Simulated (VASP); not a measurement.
Computed with HSE06 screened hybrid, VASP's PBE PAW potentials (set 64) (plane waves; VASP).

The input files of a VASP run:

KPOINTS:
```
Automatic mesh
0
Gamma
 1 1 1
0 0 0
```

**INCAR**
```
! general
SYSTEM  =LiMg31O32
PREC    =Normal
ENCUT   =400   ! plane-wave cut-off (eV)
LREAL   =Auto
LASPH   =.True.   ! aspherical one-centre terms
ISYM    =0
NELECT  =256.0

! electronic loop
EDIFF   =1E-5
NELM    =50   ! most electronic steps
NELMIN  =4
ALGO    =Normal   ! blocked Davidson

! smearing
ISMEAR  =0   ! Gaussian
SIGMA   =0.05

! functional
GGA     =PE
LHFCALC =.True.
AEXX    =0.25
HFSCREEN=0.2   ! 1/Angstrom
PRECFOCK=Fast

! ions
ISIF    =0

! output
LWAVE   =.False.
LCHARG  =.False.
```

**POSCAR**
```
LiMg31O32
8.4869590
  1.0000000019   0.0000000000   0.0000000000
  0.0000000000   1.0000000019   0.0000000000
  0.0000000000   0.0000000000   1.0000000019
Mg O Li
31 32 1
Direct
  0.5000620543   0.9998347083   0.0004097771
  0.7492970477   0.2507903734   0.0005051151
  0.7491374157   0.9999342683   0.2510951445
  0.0000447013   0.0000302633   0.0002156722
  0.2508059965   0.2507248428   0.0004516877
  0.5000803370   0.4997939380   0.0006427581
  0.7491999012   0.7490265798   0.0004730659
  0.2506544620   0.9998218563   0.2510809034
  0.4999225933   0.2531807016   0.2539148678
  0.7464051772   0.4999324781   0.2541219579
  0.5000673663   0.9998601891   0.5002177267
  0.7467127005   0.2532477991   0.5004661208
  0.7494616096   0.9998669766   0.7494429517
  0.0000413179   0.5000007513   0.0005004791
  0.2507843984   0.7490163968   0.0003687496
  0.9999424658   0.2509072026   0.2512558032
  0.2534372801   0.4996529380   0.2539618176
  0.4999008709   0.7462806107   0.2539091272
  0.0001054908   0.9998951402   0.5001406116
  0.2533525390   0.2530813592   0.5004777473
  0.7466343228   0.7464153791   0.5004368345
  0.2509463537   0.9999352739   0.7494733304
  0.5001921163   0.2530827407   0.7473163940
  0.7467608376   0.4999449842   0.7472004618
  0.9999490364   0.7489698815   0.2511889021
  0.0001417276   0.4999934487   0.5006242995
  0.2535273059   0.7464126347   0.5003148616
  0.0002069692   0.2509068965   0.7495746116
  0.2534688439   0.4999708895   0.7472092133
  0.5002243747   0.7465527341   0.7470833144
  0.0002178856   0.7491801876   0.7494962339
  0.7501537333   0.2497401917   0.2503090627
  0.0000251107   0.4999437222   0.2490883179
  0.0001534068   0.2485539266   0.5004986804
  0.2498031069   0.2496899608   0.2503950177
  0.4998851721   0.4996688420   0.2438276924
  0.7501221840   0.7499959079   0.2502880110
  0.9998868232   0.9999086917   0.2496775218
  0.4999751989   0.2430551564   0.5006268521
  0.7568522743   0.4998680622   0.5007543251
  0.0000974082   0.7512663419   0.5002905713
  0.7504697527   0.2496668555   0.7506757252
  0.0001971249   0.5000105065   0.7518643375
  0.0000160956   0.2495713992   0.0003670798
  0.2497174375   0.7499483262   0.2500914673
  0.4999097214   0.9999599193   0.2489459714
  0.2435585216   0.4997381018   0.5005735686
  0.5001338979   0.7565737011   0.5004795853
  0.7516131010   0.9998432135   0.5002757844
  0.2499679913   0.2497209768   0.7505788450
  0.5001844293   0.4997652572   0.7573272049
  0.7502668614   0.7499650561   0.7505216195
  0.0002274542   0.9999808826   0.7507350876
  0.5000888753   0.2483324319   0.0005336699
  0.7514760385   0.4998659464   0.0006377455
  0.0000375631   0.7504549786   0.0003668965
  0.2486639424   0.9998879646   0.5002430315
  0.2500621535   0.7500962047   0.7506327647
  0.5002202611   0.9998453228   0.7518821678
  0.2485954930   0.4998872317   0.0004847219
  0.5000053839   0.7511882126   0.0004532608
  0.7506797196   0.9999818843   0.0003603514
  0.2493863794   0.9998769753   0.0002877627
  0.4994138838   0.4990364239   0.5017337569
```

POTCAR, in this order: Mg O Li (PBE.64 set). Program: vasp_gam. Read from the step before: WAVECAR.

The resulting files:

OUTCAR:
```
 ion  position               nearest neighbor table
   1  0.500  1.000  0.000-  54 2.11  59 2.11  46 2.11  61 2.11  62 2.13  63 2.13   3 3.00   7 3.00
                            22 3.00   8 3.00  15 3.00   5 3.00   2 3.00  13 3.00  23 3.04  30 3.04
   2  0.749  0.251  0.001-  55 2.11  54 2.12  32 2.12  42 2.12  44 2.13  62 2.13   6 2.99  14 3.00
                             1 3.00  16 3.01   3 3.01   4 3.01  28 3.01  13 3.01  23 3.01  24 3.02
   3  0.749  1.000  0.251-  49 2.11  46 2.12  32 2.12  37 2.12  62 2.13  38 2.13  11 2.99   1 3.00
                            19 3.00   2 3.01   7 3.01  25 3.01  16 3.01   4 3.01   9 3.02  12 3.02
   4  0.000  0.000  0.000-  63 2.12  62 2.12  38 2.12  53 2.12  44 2.12  56 2.12  13 3.01   5 3.01
                             8 3.01   2 3.01  28 3.01  31 3.01  22 3.01  15 3.01   3 3.01   7 3.01
   5  0.251  0.251  0.000-  60 2.11  54 2.12  50 2.12  35 2.12  44 2.13  63 2.13   6 2.99  14 3.00
                             1 3.00   4 3.01  28 3.01   8 3.01  16 3.01  22 3.01  17 3.02  29 3.02
   6  0.500  0.500  0.001-  36 2.06  51 2.07  61 2.13  55 2.13  54 2.13  60 2.13   2 2.99   5 2.99
                             7 2.99  15 2.99  18 3.00  10 3.00   9 3.00  17 3.00  23 3.00  29 3.00
   7  0.749  0.749  0.000-  55 2.11  61 2.11  37 2.12  52 2.12  56 2.13  62 2.13   6 2.99  14 3.00
                             1 3.00  25 3.01   3 3.01   4 3.01  13 3.01  31 3.01  24 3.01  30 3.01
   8  0.251  1.000  0.251-  57 2.11  46 2.12  35 2.12  45 2.12  38 2.13  63 2.13  11 2.99  19 3.00
                             1 3.00   4 3.01  15 3.01   5 3.01  25 3.01  16 3.01   9 3.02  27 3.02
   9  0.500  0.253  0.254-  36 2.09  39 2.10  35 2.12  32 2.12  46 2.15  54 2.15  17 2.96  20 2.96
                            10 2.96  12 2.96  64 2.96  11 3.00   6 3.00   3 3.02   5 3.02   8 3.02
  10  0.746  0.500  0.254-  36 2.09  40 2.10  37 2.12  32 2.12  55 2.15  33 2.15  21 2.96  18 2.96
                            12 2.96   9 2.96  64 2.97   6 3.00  26 3.00  16 3.02  25 3.02   7 3.02
  11  0.500  1.000  0.500-  39 2.06  48 2.06  46 2.13  57 2.13  49 2.13  59 2.14   3 2.99  22 2.99
                             8 2.99  13 2.99   9 3.00  18 3.00  20 3.00  27 3.00  21 3.00  12 3.00
  12  0.747  0.253  0.500-  40 2.09  39 2.10  32 2.12  42 2.12  49 2.15  34 2.15  10 2.96  64 2.96
                             9 2.96  23 2.96  24 2.96  11 3.00  26 3.00  13 3.01  16 3.02  28 3.02
  13  0.749  1.000  0.749-  49 2.11  59 2.12  42 2.12  52 2.12  53 2.13  62 2.13  11 2.99  19 3.00
                             1 3.00   4 3.01  31 3.01  28 3.01   7 3.01   2 3.01  12 3.01  21 3.02
  14  0.000  0.500  0.001-  60 2.11  55 2.11  33 2.11  43 2.11  44 2.13  56 2.13  25 3.00  15 3.00
                            16 3.00   7 3.00   2 3.00  28 3.00   5 3.00  31 3.00  24 3.04  29 3.04
  15  0.251  0.749  0.000-  60 2.11  61 2.12  45 2.12  58 2.12  56 2.13  63 2.13   6 2.99  14 3.00
                             1 3.00  31 3.01   8 3.01  25 3.01   4 3.01  22 3.01  29 3.01  18 3.02
  16  1.000  0.251  0.251-  33 2.11  34 2.12  32 2.12  35 2.12  44 2.13  38 2.13  26 2.99  14 3.00
                            19 3.00   2 3.01   5 3.01   3 3.01   8 3.01   4 3.01  17 3.01  12 3.02
  17  0.253  0.500  0.254-  36 2.09  47 2.09  35 2.12  45 2.12  33 2.15  60 2.15   9 2.96  20 2.96
                            18 2.96  27 2.96  64 2.96  26 3.00   6 3.00  16 3.01   5 3.02  25 3.02
  18  0.500  0.746  0.254-  48 2.09  36 2.09  45 2.12  37 2.12  61 2.15  46 2.15  27 2.96  10 2.96
                            17 2.96  21 2.96  64 2.97   6 3.00  11 3.00  15 3.02   7 3.02   8 3.02
  19  0.000  1.000  0.500-  49 2.11  57 2.11  41 2.11  34 2.11  38 2.13  53 2.13   8 3.00  25 3.00
                            16 3.00  13 3.00   3 3.00  31 3.00  22 3.00  28 3.00  20 3.04  12 3.04
  20  0.253  0.253  0.500-  39 2.09  47 2.10  35 2.12  50 2.12  57 2.15  34 2.15  64 2.95  17 2.96
                             9 2.96  29 2.96  23 2.96  11 3.00  26 3.00  22 3.01  28 3.01  16 3.02
  21  0.747  0.746  0.500-  48 2.09  40 2.09  52 2.12  37 2.12  49 2.15  41 2.15  10 2.96  30 2.96
                            24 2.96  18 2.96  64 2.97  26 3.00  11 3.00  13 3.02  25 3.02  31 3.02
  22  0.251  1.000  0.749-  57 2.12  59 2.12  50 2.12  58 2.12  53 2.13  63 2.13  11 2.99   1 3.00
                            19 3.00  31 3.01   4 3.01  28 3.01   5 3.01  15 3.01  20 3.01  23 3.02
  23  0.500  0.253  0.747-  51 2.10  39 2.10  50 2.12  42 2.12  54 2.15  59 2.15  64 2.95  12 2.96
                            24 2.96  29 2.96  20 2.96   6 3.00  11 3.00   2 3.01  22 3.02  13 3.02
  24  0.747  0.500  0.747-  40 2.09  51 2.09  52 2.12  42 2.12  43 2.15  55 2.15  64 2.96  30 2.96
                            21 2.96  23 2.96  12 2.96  26 3.00   6 3.00   7 3.01   2 3.02  28 3.02
  25  1.000  0.749  0.251-  33 2.11  41 2.11  45 2.12  37 2.12  56 2.13  38 2.13  26 2.99  14 3.00
                            19 3.00   7 3.01   8 3.01  15 3.01   3 3.01   4 3.01  21 3.02  10 3.02
  26  0.000  0.500  0.501-  40 2.06  47 2.07  43 2.13  41 2.13  34 2.13  33 2.13  28 2.99  31 2.99
                            25 2.99  16 2.99  27 3.00  29 3.00  21 3.00  17 3.00  24 3.00  20 3.00
  27  0.254  0.746  0.500-  48 2.09  47 2.10  45 2.12  58 2.12  41 2.15  57 2.15  18 2.96  17 2.96
                            64 2.96  29 2.96  30 2.96  26 3.00  11 3.00  31 3.02   8 3.02  22 3.02
  28  0.000  0.251  0.750-  34 2.11  43 2.11  42 2.12  50 2.12  44 2.13  53 2.13  26 2.99  14 3.00
                            19 3.00   5 3.01   4 3.01  22 3.01  13 3.01   2 3.01  20 3.01  29 3.01
  29  0.253  0.500  0.747-  47 2.09  51 2.10  58 2.12  50 2.12  43 2.15  60 2.15  64 2.95  27 2.96
                            30 2.96  23 2.96  20 2.96  26 3.00   6 3.00  15 3.01  28 3.01  31 3.02
  30  0.500  0.747  0.747-  48 2.09  51 2.10  52 2.12  58 2.12  59 2.15  61 2.15  64 2.96  21 2.96
                            24 2.96  29 2.96  27 2.96  11 3.00   6 3.00   7 3.01  13 3.02  22 3.02
  31  0.000  0.749  0.749-  43 2.11  41 2.12  58 2.12  52 2.12  53 2.13  56 2.13  26 2.99  19 3.00
                            14 3.00  15 3.01  13 3.01  22 3.01   4 3.01   7 3.01  29 3.02  27 3.02
  32  0.750  0.250  0.250-  16 2.12   2 2.12   3 2.12  12 2.12  10 2.12   9 2.12
  33  0.000  0.500  0.249-  14 2.11  25 2.11  16 2.11  26 2.13  17 2.15  10 2.15
  34  0.000  0.249  0.500-  19 2.11  28 2.11  16 2.12  26 2.13  20 2.15  12 2.15
  35  0.250  0.250  0.250-  16 2.12   8 2.12   5 2.12  17 2.12  20 2.12   9 2.12
  36  0.500  0.500  0.244-   6 2.06  17 2.09   9 2.09  10 2.09  18 2.09  64 2.19
  37  0.750  0.750  0.250-   7 2.12  25 2.12   3 2.12  10 2.12  21 2.12  18 2.12
  38  1.000  1.000  0.250-   4 2.12  19 2.13   3 2.13   8 2.13  25 2.13  16 2.13
  39  0.500  0.243  0.501-  11 2.06  20 2.09  23 2.10   9 2.10  12 2.10  64 2.17
  40  0.757  0.500  0.501-  26 2.06  24 2.09  21 2.09  12 2.09  10 2.10  64 2.18
  41  0.000  0.751  0.500-  19 2.11  25 2.11  31 2.12  26 2.13  27 2.15  21 2.15
  42  0.750  0.250  0.751-  28 2.12  13 2.12   2 2.12  12 2.12  23 2.12  24 2.12
  43  0.000  0.500  0.752-  14 2.11  28 2.11  31 2.11  26 2.13  29 2.15  24 2.15
...
```

**OSZICAR**
```
       N       E                     dE             d eps       ncg     rms          rms(c)
DAV:   1    -0.450374931693E+03   -0.45037E+03   -0.79512E+00   324   0.791E+00    0.165E+00
DAV:   2    -0.450440029124E+03   -0.65097E-01   -0.15996E-01   348   0.944E-01    0.106E+00
DAV:   3    -0.450422492847E+03    0.17536E-01   -0.14259E-02   363   0.273E-01    0.675E-01
DAV:   4    -0.450418218768E+03    0.42741E-02   -0.44135E-03   363   0.151E-01    0.435E-01
DAV:   5    -0.450416704267E+03    0.15145E-02   -0.47671E-04   332   0.809E-02    0.256E-01
DAV:   6    -0.450416162815E+03    0.54145E-03   -0.22534E-04   355   0.603E-02    0.145E-01
DAV:   7    -0.450415985081E+03    0.17773E-03   -0.67388E-05   331   0.332E-02    0.836E-02
DAV:   8    -0.450415923795E+03    0.61285E-04   -0.22411E-05   212   0.186E-02    0.502E-02
DAV:   9    -0.450415903134E+03    0.20661E-04   -0.12247E-05   179   0.134E-02    0.301E-02
DAV:  10    -0.450415896318E+03    0.68163E-05   -0.36851E-06   188   0.711E-03
   1 F= -.45041590E+03 E0= -.45041590E+03  d E =-.222505E-20
```

### OUTCAR
```
------------------------ aborting loop because EDIFF is reached ----------------------------------------
  volume of cell :      611.30
      direct lattice vectors                 reciprocal lattice vectors
     8.486959016  0.000000000  0.000000000     0.117827834  0.000000000  0.000000000
     0.000000000  8.486959016  0.000000000     0.000000000  0.117827834  0.000000000
     0.000000000  0.000000000  8.486959016     0.000000000  0.000000000  0.117827834
  FREE ENERGIE OF THE ION-ELECTRON SYSTEM (eV)
  ---------------------------------------------------
  free  energy   TOTEN  =      -450.4158963177 eV

  energy  without entropy=     -450.4158963177  energy(sigma->0) =     -450.41589632

  exchange ACFDT corr.  =         0.00000000  see jH, gK, PRB 81, 115126
```
(Selected blocks of OUTCAR.)

The cell is charged, with a uniform compensating background. The supercell is sampled at Γ alone, which is coarse: total energies, pressure and levels can be off, energies of defects by several tenths of an eV.

The cell is a supercell with a defect, built from MgO (rock salt): Li_Mg, charge -1. The cell's shape comes from a PBE relaxation. The run is not spin-polarised, so no state with unpaired spins was tried.
